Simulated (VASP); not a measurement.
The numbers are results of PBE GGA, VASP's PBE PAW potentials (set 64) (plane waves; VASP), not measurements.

VASP input:

POSCAR:
```
CoSi2
1
   -0.0000000000     2.6351618715     2.6351618715
    2.6351618715    -0.0000000000     2.6351618715
    2.6351618715     2.6351618715     0.0000000000
Co Si
1 2
Direct
  0.0000000000   0.0000000000   0.0000000000
  0.2500000000   0.2500000000   0.2500000000
  0.7500000000   0.7500000000   0.7500000000
```

KPOINTS:
```
Automatic mesh
0
Gamma
10 10 10
0 0 0
```

INCAR:
```
SYSTEM = CoSi2
PREC = Accurate; ENCUT = 500; LREAL = .False.
LASPH = .True.
EDIFF = 1E-6; NELM = 100; ALGO = Normal
LMAXMIX = 4
ISMEAR = 1; SIGMA = 0.1
GGA = PE
IBRION = 2; NSW = 40; ISIF = 3
EDIFFG = -0.02; PSTRESS = 100
LWAVE = .False.; LCHARG = .False.
```

POTCAR, in this order: Co Si (PBE.64 set). Program: vasp_std.

Output

File OSZICAR:
```
       N       E                     dE             d eps       ncg     rms          rms(c)
DAV:   1     0.724591312335E+02    0.72459E+02   -0.69849E+03  1128   0.133E+03
DAV:   2    -0.160691910907E+02   -0.88528E+02   -0.83007E+02  1140   0.256E+02
DAV:   3    -0.205381094211E+02   -0.44689E+01   -0.42847E+01  1452   0.672E+01
DAV:   4    -0.206418057006E+02   -0.10370E+00   -0.10318E+00  1384   0.976E+00
DAV:   5    -0.206449106752E+02   -0.31050E-02   -0.31034E-02  1476   0.175E+00    0.150E+01
DAV:   6    -0.236694393512E+02   -0.30245E+01   -0.38069E+01  1400   0.133E+02    0.164E+01
DAV:   7    -0.192682837266E+02    0.44012E+01   -0.16085E+01  1504   0.105E+02    0.386E+00
DAV:   8    -0.192707710332E+02   -0.24873E-02   -0.85701E-01  1280   0.745E+00    0.178E+00
DAV:   9    -0.192406971944E+02    0.30074E-01   -0.10304E-01  1424   0.693E+00    0.435E-01
DAV:  10    -0.192409424589E+02   -0.24526E-03   -0.72953E-03  1564   0.129E+00    0.126E-01
DAV:  11    -0.192407258777E+02    0.21658E-03   -0.91300E-04  1516   0.653E-01    0.392E-02
DAV:  12    -0.192407474811E+02   -0.21603E-04   -0.64576E-05  1228   0.739E-02    0.211E-02
DAV:  13    -0.192407474627E+02    0.18373E-07   -0.42097E-06  1452   0.302E-02
   1 F= -.16956510E+02 E0= -.16956808E+02  d E =-.169565E+02
```

### OUTCAR
```
------------------------ aborting loop because EDIFF is reached ----------------------------------------
  FORCE on cell =-STRESS in cart. coord.  units (eV):
  Direction    XX          YY          ZZ          XY          YZ          ZX
  --------------------------------------------------------------------------------------
  Total        2.2692331      2.2692331      2.2692331      0.0000000      0.0000000     -0.0000000
  in kB       99.3431220     99.3431220     99.3431220      0.0000000      0.0000000     -0.0000000
  external PRESSURE =      -0.6568780 kB  Pullay stress =     100.0000000 kB
  volume of cell :       36.60
      direct lattice vectors                 reciprocal lattice vectors
     0.000000000  2.635161871  2.635161871    -0.189741665  0.189741665  0.189741665
     2.635161871  0.000000000  2.635161871     0.189741665 -0.189741665  0.189741665
     2.635161871  2.635161871  0.000000000     0.189741665  0.189741665 -0.189741665
 POSITION                                       TOTAL-FORCE (eV/Angst)
 -----------------------------------------------------------------------------------
      0.00000      0.00000      0.00000         0.000000      0.000000      0.000000
      1.31758      1.31758      1.31758        -0.000000     -0.000000     -0.000000
      3.95274      3.95274      3.95274         0.000000      0.000000      0.000000
 -----------------------------------------------------------------------------------
    total drift:                               -0.000000     -0.000000      0.000000
  FREE ENERGIE OF THE ION-ELECTRON SYSTEM (eV)
  ---------------------------------------------------
  free  energy   TOTEN  =       -19.2407474627 eV

  energy  without entropy=      -19.2416427000  energy(sigma->0) =      -19.24104588
  enthalpy is  TOTEN    =       -16.9565096982 eV   P V=        2.2842377645

 reached required accuracy - stopping structural energy minimisation
```
(Selected blocks of OUTCAR.)

The compound is CoSi2 in the fluorite structure. It was relaxed first under an external pressure of 10 GPa. The run is not spin-polarised, so no magnetic state was tried. The electron count is odd and the run is not spin-polarised, which forces a metal.
